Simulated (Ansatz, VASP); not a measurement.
# HfO2 in two plane-wave programs, part 2 of 3

Wanted: the spread between two codes on one cell, functional and k mesh. The cell is taken from a series of runs on this material, whose earlier steps may have relaxed, scaled, displaced or heated it; both programs get it as it stands.

VASP 6.6.1 and Ansatz 0.2.0.

So far: Starting point; Ansatz: zone-centre phonons, LDA.

**3. VASP: zone-centre phonons, LDA**

Level of this step: LDA; plane waves and PAW (O, Hf_pv) (VASP).

The same cell, functional (in two slightly different forms) and mesh now go to VASP, with its own data sets.

Lines of VASP's logs that name or quote its potential files are left out, and so is its time.

Contents of INCAR:

```
SYSTEM = HfO2
PREC = Accurate
ENCUT = 600
EDIFF = 1E-08
NELM = 120
ISMEAR = 0
SIGMA = 0.01
LREAL = .FALSE.
ALGO = Normal
GGA = PW92
NBANDS = 17
LASPH = .TRUE.
LORBIT = 11
LWAVE = .FALSE.
LCHARG = .FALSE.
ISIF = 2
IBRION = 8
LEPSILON = .TRUE.
GGA_COMPAT = .FALSE.
EFERMI = MIDGAP
KPAR = 2
```

Contents of POSCAR:

```
HfO2
1.0
    0.0000000000      2.4968238585      2.5258749117
    2.4968238585      0.0000000000      2.5258749117
    2.4968238585      2.4968238585      0.0000000000
O Hf
2 1
Direct
    0.2500000000      0.2500000000      0.2500000000
    0.7500000000      0.7500000000      0.7500000000
    0.0000000000      0.0000000000      0.0000000000
```

Contents of KPOINTS:

```
Automatic mesh
0
Gamma
8 8 8
0 0 0
```

Potentials, in the order of the species: O and Hf_pv (LDA family, release 64).

Command:

```bash
mpirun -np 2 vasp_std
```

What it wrote:

```text
[banner, memory and clock lines left out]
running    2 mpi-ranks, on    1 nodes
 distrk:  each k-point on    1 cores,    2 groups
 distr:  one band on    1 cores,    1 groups

 POSCAR found type information on POSCAR O Hf
 POSCAR found :  2 types and       3 ions
|                                                                             |
|               ----> ADVICE to this user running VASP <----                  |
|                                                                             |
|     You enforced a specific xc type in the INCAR file but a different       |
|     [... a line on the potential file left out ...]
|     I HOPE YOU KNOW WHAT YOU ARE DOING!                                     |
|                                                                             |

 LDA part: xc-table for (Slater(with rela. corr.)+PW92), standard interpolation
 POSCAR, INCAR and KPOINTS ok, starting setup
 FFT: planning ... GRIDC
 FFT: planning ... GRID_SOFT
 FFT: planning ... GRID
 WAVECAR not read
 entering main loop
       N       E                     dE             d eps       ncg     rms          rms(c)
DAV:   1     0.987936660931E+02    0.98794E+02   -0.13823E+04  2006   0.144E+03
DAV:   2    -0.347194460183E+02   -0.13351E+03   -0.12964E+03  2644   0.315E+02
DAV:   3    -0.386779637394E+02   -0.39585E+01   -0.39474E+01  2329   0.490E+01
DAV:   4    -0.387001757540E+02   -0.22212E-01   -0.22208E-01  2676   0.405E+00
DAV:   5    -0.387003066283E+02   -0.13087E-03   -0.13086E-03  2414   0.289E-01    0.532E+01
DAV:   6    -0.332973375505E+02    0.54030E+01   -0.22444E+01  2057   0.340E+01    0.453E+01
DAV:   7    -0.331438402674E+02    0.15350E+00   -0.72831E-01  2275   0.728E+00    0.303E+01
DAV:   8    -0.330942384424E+02    0.49602E-01   -0.23289E-01  2061   0.451E+00    0.824E+00
DAV:   9    -0.330778310967E+02    0.16407E-01   -0.45117E-02  2101   0.186E+00    0.247E+00
DAV:  10    -0.330775051578E+02    0.32594E-03   -0.22779E-03  2462   0.369E-01    0.716E-02
DAV:  11    -0.330774966347E+02    0.85231E-05   -0.12485E-04  2423   0.910E-02    0.644E-02
DAV:  12    -0.330774972260E+02   -0.59128E-06   -0.65655E-06  2534   0.201E-02    0.207E-02
DAV:  13    -0.330774972828E+02   -0.56786E-07   -0.17391E-07  2506   0.371E-03    0.301E-03
DAV:  14    -0.330774972851E+02   -0.23870E-08   -0.33242E-09  1566   0.566E-04
   1 F= -.33077497E+02 E0= -.33077497E+02  d E =0.000000E+00
 Linear response reoptimize wavefunctions to high precision
DAV:   1    -0.330774972854E+02   -0.29036E-09   -0.97205E-10  1681   0.296E-04
DAV:   2    -0.330774972854E+02    0.14325E-10   -0.10833E-10  1149   0.855E-05
 Linear response G [H, r] |phi>, progress :
  Direction:   1
       N       E                     dE             d eps       ncg     rms
RMM:   1    -0.914841629230E+02   -0.91484E+02    0.71771E+02  2928   0.187E+02
RMM:   2    -0.899372523179E+02    0.15469E+01   -0.18332E+01  3221   0.291E+01
RMM:   3    -0.899667991121E+02   -0.29547E-01   -0.87027E-01  3994   0.393E+00
RMM:   4    -0.899750253066E+02   -0.82262E-02   -0.66090E-02  4125   0.873E-01
RMM:   5    -0.899756737856E+02   -0.64848E-03   -0.39059E-03  4174   0.194E-01
RMM:   6    -0.899757079454E+02   -0.34160E-04   -0.36857E-04  4176   0.489E-02
RMM:   7    -0.899757103618E+02   -0.24164E-05    0.31084E-04  4139   0.136E-02
RMM:   8    -0.899757106532E+02   -0.29136E-06    0.14427E-03  3875   0.501E-03
RMM:   9    -0.899757100367E+02    0.61644E-06    0.53259E-04  3640   0.274E-03
RMM:  10    -0.899757107031E+02   -0.66639E-06    0.31499E-04  3506   0.219E-03
RMM:  11    -0.899757104450E+02    0.25815E-06    0.17651E-04  3143   0.204E-03
RMM:  12    -0.899757106999E+02   -0.25492E-06    0.88928E-05  2875   0.199E-03
RMM:  13    -0.899757105305E+02    0.16939E-06   -0.14070E-05  2773   0.198E-03
RMM:  14    -0.899757104746E+02    0.55883E-07    0.70361E-06  2731   0.197E-03
 Linear response G [H, r] |phi>, progress :
  Direction:   2
       N       E                     dE             d eps       ncg     rms
RMM:   1    -0.887337468365E+02   -0.88734E+02    0.69381E+02  2971   0.183E+02
RMM:   2    -0.882982968854E+02    0.43545E+00   -0.16630E+01  3202   0.277E+01
RMM:   3    -0.883181848372E+02   -0.19888E-01   -0.75634E-01  3985   0.374E+00
RMM:   4    -0.883216538583E+02   -0.34690E-02   -0.51990E-02  4062   0.816E-01
RMM:   5    -0.883221621117E+02   -0.50825E-03   -0.49159E-03  4158   0.199E-01
RMM:   6    -0.883222085911E+02   -0.46479E-04   -0.53536E-04  4132   0.494E-02
RMM:   7    -0.883222089780E+02   -0.38699E-06   -0.68721E-05  4107   0.133E-02
RMM:   8    -0.883222096272E+02   -0.64912E-06    0.82292E-05  3814   0.486E-03
RMM:   9    -0.883222097074E+02   -0.80226E-07    0.71842E-06  3589   0.287E-03
RMM:  10    -0.883222096133E+02    0.94136E-07   -0.20636E-05  3440   0.236E-03
[...]
RMM:   6    -0.392015692436E+00   -0.92605E-03   -0.16164E-05  5710   0.283E-02    0.307E-02
RMM:   7    -0.392084060862E+00   -0.68368E-04   -0.14129E-06  5722   0.762E-03    0.658E-03
RMM:   8    -0.392094113097E+00   -0.10052E-04   -0.13065E-07  6042   0.183E-03    0.935E-04
RMM:   9    -0.392094531536E+00   -0.41844E-06   -0.53284E-08  5823   0.517E-04    0.411E-04
RMM:  10    -0.392095654230E+00   -0.11227E-05   -0.93736E-08  5411   0.185E-04    0.836E-05
[...]
dielectric tensor                  component  3 :     0.004     0.059     5.397
 Linear response DOF=           4
 Linear response progress:
  Degree of freedom:   1/  4
       N       E                     dE             d eps       ncg     rms          rms(c)
RMM:   1    -0.369963397472E+00   -0.36996E+00    0.22462E-01 11094   0.378E+00
RMM:   2    -0.358250059090E+00    0.11713E-01   -0.10747E-02  7903   0.689E-01    0.737E-01
RMM:   3    -0.359513661726E+00   -0.12636E-02   -0.90692E-04  7444   0.188E-01    0.441E-01
RMM:   4    -0.361644484941E+00   -0.21308E-02   -0.78287E-04  7533   0.181E-01    0.479E-02
RMM:   5    -0.361394791419E+00    0.24969E-03   -0.37401E-05  8716   0.363E-02    0.270E-02
RMM:   6    -0.361360890359E+00    0.33901E-04   -0.16494E-06  9289   0.611E-03    0.261E-02
RMM:   7    -0.361357537322E+00    0.33530E-05   -0.10610E-07  9242   0.154E-03    0.153E-02
RMM:   8    -0.361352534620E+00    0.50027E-05   -0.95842E-08  8652   0.220E-03    0.103E-02
RMM:   9    -0.361355703489E+00   -0.31689E-05   -0.18120E-08  9287   0.467E-04    0.346E-03
RMM:  10    -0.361356200891E+00   -0.49740E-06   -0.13695E-08  9999   0.147E-04    0.360E-04
RMM:  11    -0.361356210563E+00   -0.96720E-08   -0.21903E-08  9797   0.102E-04    0.778E-04
 first order change of Fermi-energy  -0.12896E-03
 force on displaced ion       1 direction 1 : -11.811   0.000  -0.000
 Born effective charge ion    1 direction 1 :  -2.761   0.000   0.000
 Linear response progress:
  Degree of freedom:   2/  4
       N       E                     dE             d eps       ncg     rms          rms(c)
RMM:   1    -0.370667661890E+00   -0.37067E+00    0.21911E-01  6921   0.378E+00
RMM:   2    -0.358198194877E+00    0.12469E-01   -0.11225E-02  5021   0.697E-01    0.750E-01
RMM:   3    -0.359450149919E+00   -0.12520E-02   -0.93823E-04  4690   0.191E-01    0.448E-01
RMM:   4    -0.361580053829E+00   -0.21299E-02   -0.80377E-04  4764   0.184E-01    0.488E-02
RMM:   5    -0.361330893391E+00    0.24916E-03   -0.38188E-05  5501   0.366E-02    0.268E-02
RMM:   6    -0.361295827444E+00    0.35066E-04   -0.17307E-06  5810   0.607E-03    0.258E-02
RMM:   7    -0.361292255035E+00    0.35724E-05   -0.19927E-07  5767   0.156E-03    0.157E-02
RMM:   8    -0.361284788604E+00    0.74664E-05   -0.19699E-07  5360   0.222E-03    0.101E-02
RMM:   9    -0.361287994684E+00   -0.32061E-05   -0.11457E-07  5803   0.496E-04    0.340E-03
RMM:  10    -0.361288487742E+00   -0.49306E-06   -0.13431E-07  6212   0.174E-04    0.305E-04
RMM:  11    -0.361288505374E+00   -0.17632E-07   -0.12290E-07  6069   0.129E-04    0.782E-04
RMM:  12    -0.361288445971E+00    0.59403E-07   -0.11166E-07  6381   0.107E-04    0.173E-04
RMM:  13    -0.361288442240E+00    0.37312E-08   -0.99027E-08  6204   0.993E-05    0.130E-05
 first order change of Fermi-energy   0.16270E-03
 force on displaced ion       1 direction 3 :  -0.000  -0.000 -11.086
 Born effective charge ion    1 direction 3 :   0.000   0.000  -2.801
 Linear response progress:
  Degree of freedom:   3/  4
       N       E                     dE             d eps       ncg     rms          rms(c)
RMM:   1    -0.230305109127E+00   -0.23031E+00    0.22159E+00  3956   0.951E+00
RMM:   2    -0.223004065877E+00    0.73010E-02   -0.27725E-02  4867   0.113E+00    0.848E-01
RMM:   3    -0.222220363471E+00    0.78370E-03   -0.99776E-04  5880   0.150E-01    0.441E-01
RMM:   4    -0.221619736337E+00    0.60063E-03   -0.11387E-04  6440   0.592E-02    0.204E-01
RMM:   5    -0.221278033083E+00    0.34170E-03   -0.19659E-05  6607   0.274E-02    0.210E-02
RMM:   6    -0.221294338662E+00   -0.16306E-04   -0.24668E-06  6394   0.891E-03    0.167E-02
RMM:   7    -0.221298981814E+00   -0.46432E-05   -0.44170E-07  7092   0.220E-03    0.122E-02
RMM:   8    -0.221297717978E+00    0.12638E-05   -0.72831E-06  6698   0.855E-04    0.941E-04
RMM:   9    -0.221297382428E+00    0.33555E-06   -0.52331E-06  7359   0.347E-04    0.620E-05
RMM:  10    -0.221297689666E+00   -0.30724E-06   -0.30296E-06  6832   0.178E-04    0.289E-05
RMM:  11    -0.221297738083E+00   -0.48418E-07   -0.15293E-06  7226   0.123E-04    0.887E-05
RMM:  12    -0.221297740416E+00   -0.23323E-08   -0.80965E-07  7347   0.979E-05    0.509E-05
RMM:  13    -0.221297751197E+00   -0.10781E-07   -0.40824E-07  6406   0.878E-05    0.277E-05
RMM:  14    -0.221297755721E+00   -0.45240E-08   -0.18299E-07  5930   0.822E-05    0.742E-06
RMM:  15    -0.221297758782E+00   -0.30612E-08   -0.88894E-08  5539   0.801E-05    0.217E-06
 first order change of Fermi-energy   0.19762E-03
 force on displaced ion       3 direction 1 :  -5.684   0.000   0.000
 Born effective charge ion    3 direction 1 :   5.521   0.000   0.000
 Linear response progress:
  Degree of freedom:   4/  4
       N       E                     dE             d eps       ncg     rms          rms(c)
RMM:   1    -0.230549259065E+00   -0.23055E+00    0.22256E+00  2514   0.949E+00
RMM:   2    -0.222858711003E+00    0.76905E-02   -0.28072E-02  3019   0.114E+00    0.870E-01
RMM:   3    -0.222066981129E+00    0.79173E-03   -0.10196E-03  3602   0.152E-01    0.454E-01
RMM:   4    -0.221461452754E+00    0.60553E-03   -0.11588E-04  3898   0.600E-02    0.210E-01
RMM:   5    -0.221117083911E+00    0.34437E-03   -0.21731E-05  4039   0.278E-02    0.209E-02
RMM:   6    -0.221135184781E+00   -0.18101E-04   -0.25799E-06  3898   0.917E-03    0.166E-02
RMM:   7    -0.221139773067E+00   -0.45883E-05   -0.44969E-07  4305   0.220E-03    0.122E-02
RMM:   8    -0.221138747919E+00    0.10251E-05   -0.77190E-06  4113   0.826E-04    0.602E-04
RMM:   9    -0.221138443062E+00    0.30486E-06   -0.54034E-06  4432   0.339E-04    0.840E-05
RMM:  10    -0.221138736250E+00   -0.29319E-06   -0.28248E-06  4141   0.170E-04    0.274E-05
RMM:  11    -0.221138789480E+00   -0.53230E-07   -0.13901E-06  4381   0.113E-04    0.704E-05
RMM:  12    -0.221138797033E+00   -0.75528E-08   -0.78435E-07  4401   0.906E-05    0.387E-05
RMM:  13    -0.221138808236E+00   -0.11203E-07   -0.47583E-07  3843   0.811E-05    0.242E-05
RMM:  14    -0.221138811441E+00   -0.32051E-08   -0.24052E-07  3417   0.759E-05    0.940E-06
RMM:  15    -0.221138814342E+00   -0.29015E-08   -0.14852E-07  3298   0.739E-05    0.258E-06
RMM:  16    -0.221138815788E+00   -0.14459E-08   -0.99549E-08  3188   0.726E-05    0.775E-07
 first order change of Fermi-energy  -0.22242E-03
 force on displaced ion       3 direction 3 :   0.000   0.000  -5.568
 Born effective charge ion    3 direction 3 :   0.000   0.000   5.602
 Born effective charges drift removed
 Linear response finished
```

(Continued in part 3 of 3.)

[Lines on the potential files, build, host, timing and source positions are cut from VASP's logs without a mark.]

[Logs are printed without paths, hosts, clocks, repeated set-up lines and the standing remarks that a program may print on its own settings, such as how far it seeks lower states.]

[Hosts, paths, dates, database ids (printed as entryN), source tags and the programs' standing remarks are cut or masked in the printed files.]
